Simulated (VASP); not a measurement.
Input:

```xyz
3
Lattice="0.0000 2.9833 2.9833 2.9833 0.0000 2.9833 2.9833 2.9833 0.0000" Properties=species:S:1:pos:R:3 pbc="T T T"
Ba     0.0000     0.0000     0.0000
F      1.4917     1.4917     1.4917
F      4.4750     4.4750     4.4750
```

All values below come from LDA (Ceperley-Alder, Perdew-Zunger), VASP's LDA PAW potentials (set 64) (plane waves; VASP). Settings: 520 eV cut-off, 6×6×6 Γ-centred mesh, Gaussian smearing of 0.050 eV, potentials Ba_sv F.

Task: Give the stress tensor in GPa (positive for a compressed cell).

Result: 
```
5.08  0.00  0.00
0.00  5.08  0.00
0.00  0.00  5.08
```
The pressure is its mean diagonal, 5.08 GPa.

The compound is BaF2 in the fluorite structure. This cell is one point of a volume scan, at 0.94 of the reference volume.
